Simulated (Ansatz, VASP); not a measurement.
**ScTa2: VASP beside Ansatz**

```
Sc Ta
1.0
     4.79897    0.00000    0.00000
    -2.39949    4.15603    0.00000
     0.00000    0.00000    2.94613
Sc Ta
1 2
Direct
  0.00000 0.00000 0.00000
  0.33333 0.66667 0.59524
  0.66667 0.33333 0.40476
```

Alike in both runs: functional PBE; k mesh 6 × 6 × 4; occupations gaussian, width 0.1 eV; no spin polarisation.

Ansatz relaxed the structure, and its values are those at the end. VASP's run is a single point on that final structure, the one shown.

```csv
,VASP,Ansatz
version,VASP 6.6.1,Ansatz 0.2.0
potentials or method,"VASP PAW PBE potentials, release 64 (Sc_sv, Ta_pv)","scalar-relativistic, plane waves, PAW"
plane-wave cutoff (eV),520,420
valence electrons in the cell,33,37
```

```csv
,VASP,Ansatz,Ansatz less VASP
gap on the k mesh at the Fermi level (eV),none,none,-
pressure (GPa),0.1,0.0,-0.10
```

A gap of «none» marks a metal or a gap that the smearing closes. The functional is the same, so the differences come from potentials, cutoffs and numerics. The two sets of potentials don't hold the same shells in valence.

Caveats: the k mesh is coarse (spacing up to 0.53 Å⁻¹), so the values aren't converged. The runs have no spin-orbit coupling, so splittings on Ta are missing.
